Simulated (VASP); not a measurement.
Input of a VASP 6.6.1 run:

File INCAR:

```
  ALGO = Fast
  EDIFF = 1E-7
  EDIFFG = -0.005
  ENCUT = 520
  GGA = PE
  IBRION = 2
  ISIF = 2
  ISMEAR = 0
  ISYM = 0
  IVDW = 12
  LASPH = T
  LCHARG = F
  LREAL = F
  LWAVE = F
  NELM = 60
  NSW = 90
  PREC = Accurate
  SIGMA = 0.02
```

File KPOINTS:

```
k-points
0
Gamma
  1 1 1
```

Contents of POSCAR:

```
H
1.0
   10.0000000000      0.0000000000      0.0000000000
    0.0000000000     10.5000000000      0.0000000000
    0.0000000000      0.0000000000     11.0000000000
H
2
Direct
    0.5000000000      0.5000000000      0.4663636400
    0.5000000000      0.5000000000      0.5336363600
```

Potentials or basis: VASP PAW PBE potentials, release 64 (H).

Run with:

```console
$ cat potpaw_PBE.64/H/POTCAR > POTCAR
$ mpirun -np 1 vasp_std > vasp.out
```

(1) Predict the gap between the frontier levels.

(2) Predict the dispersion energy per atom.

(3) Estimate the energy gained by relaxing.

Answers

(1) 10.16 eV.

(2) -0.001 eV.

(3) 0.9 meV/atom.
